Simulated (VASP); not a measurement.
Method: PBEsol GGA, VASP's PBE PAW potentials (set 64) (plane waves; VASP 6.6.1).

Input for VASP

File POSCAR:
```
Zr
1.0
  1.5659019698  -2.7122217203   0.0000000000
  1.5659019698   2.7122217203   0.0000000000
  0.0000000000   0.0000000000   5.0498799665
Zr
2
Cart
  1.5659019698   0.9040757149   1.2624699916
  1.5659019698  -0.9040757149   3.7874099749
```

### INCAR
```
SYSTEM  =  Zr
PREC  =  Accurate; ENCUT  =  500; LREAL  =  F
LASPH  =  T
EDIFF  =  1E-6; NELM  =  100; ALGO  =  Normal
LMAXMIX  =  4
ISMEAR  =  1; SIGMA  =  0.1
GGA  =  PS
IBRION  =  2; NSW  =  40; ISIF  =  3
EDIFFG  =  -0.02; PSTRESS  =  100
LWAVE  =  F; LCHARG  =  F
```

**KPOINTS**
```
kpoints
0
gamma
13 13 7
0 0 0
```

POTCAR, in this order: Zr_sv (PBE.64 set). Program: vasp_std.

The run wrote:

### OSZICAR
```
       N       E                     dE             d eps       ncg     rms          rms(c)
DAV:   1     0.212661015646E+03    0.21266E+03   -0.13439E+04  2688   0.147E+03
DAV:   2    -0.458936932215E+01   -0.21725E+03   -0.21537E+03  3424   0.411E+02
DAV:   3    -0.185989277931E+02   -0.14010E+02   -0.13949E+02  5040   0.782E+01
DAV:   4    -0.188391442888E+02   -0.24022E+00   -0.24020E+00  2920   0.115E+01
DAV:   5    -0.188457353262E+02   -0.65910E-02   -0.65910E-02  4200   0.128E+00    0.175E+01
DAV:   6    -0.182409675765E+02    0.60477E+00   -0.91799E-01  2800   0.860E+00    0.726E+00
DAV:   7    -0.181236057566E+02    0.11736E+00   -0.64076E-01  3920   0.617E+00    0.115E+00
DAV:   8    -0.181287744477E+02   -0.51687E-02   -0.41105E-02  3488   0.181E+00    0.289E-01
DAV:   9    -0.181290322302E+02   -0.25778E-03   -0.14553E-03  3392   0.411E-01    0.359E-02
DAV:  10    -0.181289961459E+02    0.36084E-04   -0.38145E-05  3920   0.455E-02    0.251E-02
DAV:  11    -0.181289976073E+02   -0.14615E-05   -0.10521E-05  2976   0.435E-02    0.378E-03
DAV:  12    -0.181289974478E+02    0.15949E-06   -0.31633E-07  2000   0.457E-03
   1 F= -.15451739E+02 E0= -.15451528E+02  d E =-.154517E+02
       N       E                     dE             d eps       ncg     rms          rms(c)
DAV:   1    -0.198355621856E+02   -0.17066E+01   -0.65742E+01  3232   0.856E+01    0.171E+01
DAV:   2    -0.180826179264E+02    0.17529E+01   -0.50437E+00  2888   0.220E+01    0.447E+00
DAV:   3    -0.177534681347E+02    0.32915E+00   -0.20949E+00  3984   0.112E+01    0.309E+00
DAV:   4    -0.178112323275E+02   -0.57764E-01   -0.17611E-01  3576   0.187E+00    0.126E+00
DAV:   5    -0.178514996994E+02   -0.40267E-01   -0.15421E-01  3984   0.225E+00    0.384E-01
DAV:   6    -0.178509941392E+02    0.50556E-03   -0.50320E-03  3704   0.580E-01    0.149E-01
DAV:   7    -0.178511416795E+02   -0.14754E-03   -0.43562E-04  3512   0.234E-01    0.177E-02
DAV:   8    -0.178511364907E+02    0.51888E-05   -0.12591E-05  3696   0.301E-02    0.673E-03
DAV:   9    -0.178511413742E+02   -0.48835E-05   -0.66168E-06  3136   0.167E-02    0.120E-03
DAV:  10    -0.178511413060E+02    0.68255E-07   -0.23542E-07  1584   0.453E-03
   2 F= -.15426128E+02 E0= -.15426563E+02  d E =0.256117E-01
       N       E                     dE             d eps       ncg     rms          rms(c)
DAV:   1    -0.186331260564E+02   -0.78198E+00   -0.20991E+01  3064   0.498E+01    0.835E+00
DAV:   2    -0.181544871074E+02    0.47864E+00   -0.20892E+00  3320   0.137E+01    0.294E+00
DAV:   3    -0.180146200059E+02    0.13987E+00   -0.75590E-01  3968   0.689E+00    0.155E+00
DAV:   4    -0.180330696307E+02   -0.18450E-01   -0.69118E-02  3280   0.139E+00    0.661E-01
DAV:   5    -0.180478581050E+02   -0.14788E-01   -0.42859E-02  4088   0.124E+00    0.319E-01
DAV:   6    -0.180483165904E+02   -0.45849E-03   -0.20261E-03  3080   0.373E-01    0.582E-02
DAV:   7    -0.180483603295E+02   -0.43739E-04   -0.76368E-05  3544   0.662E-02    0.344E-02
DAV:   8    -0.180483756482E+02   -0.15319E-04   -0.24257E-05  3480   0.532E-02    0.403E-03
DAV:   9    -0.180483754402E+02    0.20806E-06   -0.55617E-07  1656   0.547E-03
   3 F= -.15480602E+02 E0= -.15480871E+02  d E =-.288626E-01
       N       E                     dE             d eps       ncg     rms          rms(c)
DAV:   1    -0.180463626924E+02    0.20130E-02   -0.46821E-03  3176   0.732E-01    0.130E-01
DAV:   2    -0.180462448768E+02    0.11782E-03   -0.42812E-04  3272   0.198E-01    0.407E-02
DAV:   3    -0.180462159434E+02    0.28933E-04   -0.15607E-04  3952   0.979E-02    0.236E-02
DAV:   4    -0.180462213678E+02   -0.54244E-05   -0.14520E-05  2952   0.185E-02    0.977E-03
DAV:   5    -0.180462262255E+02   -0.48577E-05   -0.10573E-05  4024   0.200E-02    0.403E-03
DAV:   6    -0.180462265497E+02   -0.32423E-06   -0.35744E-07  1544   0.568E-03
   4 F= -.15480612E+02 E0= -.15480895E+02  d E =-.288724E-01
       N       E                     dE             d eps       ncg     rms          rms(c)
DAV:   1    -0.180477928848E+02   -0.15667E-02   -0.11884E-01  2688   0.326E+00    0.245E-01
DAV:   2    -0.180463455263E+02    0.14474E-02   -0.35946E-03  3152   0.486E-01    0.114E-01
DAV:   3    -0.180459320064E+02    0.41352E-03   -0.15772E-03  3608   0.295E-01    0.203E-02
DAV:   4    -0.180459354866E+02   -0.34803E-05   -0.23774E-05  3216   0.480E-02    0.953E-03
DAV:   5    -0.180459363597E+02   -0.87310E-06   -0.16060E-06  2320   0.116E-02
   5 F= -.15480989E+02 E0= -.15481262E+02  d E =-.376779E-03
       N       E                     dE             d eps       ncg     rms          rms(c)
DAV:   1    -0.180469277277E+02   -0.99224E-03   -0.96194E-02  2688   0.293E+00    0.221E-01
DAV:   2    -0.180457518684E+02    0.11759E-02   -0.29212E-03  3168   0.437E-01    0.102E-01
DAV:   3    -0.180454173664E+02    0.33450E-03   -0.12736E-03  3576   0.265E-01    0.183E-02
DAV:   4    -0.180454203305E+02   -0.29641E-05   -0.19495E-05  3256   0.431E-02    0.868E-03
DAV:   5    -0.180454211060E+02   -0.77551E-06   -0.12971E-06  2184   0.106E-02
   6 F= -.15481097E+02 E0= -.15481358E+02  d E =-.485505E-03
```

### OUTCAR
```
------------------------ aborting loop because EDIFF is reached ----------------------------------------
  FORCE on cell =-STRESS in cart. coord.  units (eV):
  Direction    XX          YY          ZZ          XY          YZ          ZX
  --------------------------------------------------------------------------------------
  Total        2.5694583      2.5694582      2.5692982     -0.0000000     -0.0000000     -0.0000000
  in kB      100.2002287    100.2002240    100.1939861     -0.0000000     -0.0000000     -0.0000000
  external PRESSURE =       0.1981463 kB  Pullay stress =     100.0000000 kB
  volume of cell :       41.09
      direct lattice vectors                 reciprocal lattice vectors
     1.539270285 -2.666094278 -0.000000000     0.324829242 -0.187540255 -0.000000000
     1.539270285  2.666094278  0.000000000     0.324829242  0.187540255 -0.000000000
     0.000000000  0.000000000  5.005679784     0.000000000 -0.000000000  0.199773066
 POSITION                                       TOTAL-FORCE (eV/Angst)
 -----------------------------------------------------------------------------------
      1.53927      0.88870      1.25142         0.000000      0.000000      0.000000
      1.53927     -0.88870      3.75426        -0.000000     -0.000000     -0.000000
 -----------------------------------------------------------------------------------
    total drift:                               -0.000111      0.001093     -0.000019
  FREE ENERGIE OF THE ION-ELECTRON SYSTEM (eV)
  ---------------------------------------------------
  free  energy   TOTEN  =       -18.0454211060 eV

  energy  without entropy=      -18.0462020325  energy(sigma->0) =      -18.04568141
  enthalpy is  TOTEN    =       -15.4810972904 eV   P V=        2.5643238157

 reached required accuracy - stopping structural energy minimisation
```
(Selected blocks of OUTCAR.)

CONTCAR:
```
Zr
   1.00000000000000
     1.5392702851039799   -2.6660942782185439   -0.0000000000000000
     1.5392702851039799    2.6660942782185439    0.0000000000000000
     0.0000000000000000    0.0000000000000000    5.0056797838748546
  Zr
     2
Direct
     0.3333330000000032    0.6666669999999968    0.2500000000000000
     0.6666669999999968    0.3333330000000032    0.7500000000000000
```

File OUTCAR:
```
 val. band max:       10.3177384483   @ k =   0.2308   0.1538   0.4286

 cond. band min:      10.3331170115   @ k =   0.1538  -0.0000   0.2857


 Fermi energy:        10.3320454242

 k-point     1 :       0.0000    0.0000    0.0000
  band No.  band energies     occupation
      1     -38.1936      2.00000
      2     -37.9526      2.00000
      3     -16.9751      2.00000
      4     -15.6850      2.00000
      5     -15.6850      2.00000
      6     -15.5294      2.00000
      7     -15.4995      2.00000
      8     -15.4995      2.00000
      9       4.4691      2.00000
     10       6.9348      2.00000
     11      11.1738     -0.00000
     12      11.2269     -0.00000
     13      11.2269     -0.00000
     14      11.8852     -0.00000
     15      11.9975     -0.00000
     16      11.9975     -0.00000

 k-point     2 :       0.0769   -0.0000    0.0000
  band No.  band energies     occupation
      1     -38.1819      2.00000
      2     -37.9469      2.00000
      3     -16.9483      2.00000
      4     -15.7506      2.00000
      5     -15.7055      2.00000
      6     -15.5669      2.00000
      7     -15.5394      2.00000
      8     -15.5082      2.00000
      9       4.6650      2.00000
     10       7.1185      2.00000
     11      10.7112     -0.00000
     12      11.4106     -0.00000
     13      11.4511     -0.00000
     14      11.5767     -0.00000
     15      11.8258     -0.00000
     16      12.1719     -0.00000

 k-point     3 :       0.1538   -0.0000    0.0000
  band No.  band energies     occupation
      1     -38.1489      2.00000
      2     -37.9317      2.00000
      3     -16.8710      2.00000
      4     -15.9314      2.00000
      5     -15.7602      2.00000
      6     -15.7483      2.00000
      7     -15.5699      2.00000
      8     -15.5338      2.00000
      9       5.2126      2.00000
     10       7.5888      2.00000
     11      10.1253      2.01278
     12      10.5019     -0.03718
     13      11.3579     -0.00000
...
```

Energy and stress use the plane-wave basis of the starting cell.

The compound is Zr in the hcp structure. This run relaxes it under an external pressure of 10 GPa. Symmetry was kept, so distortions that lower it aren't found.
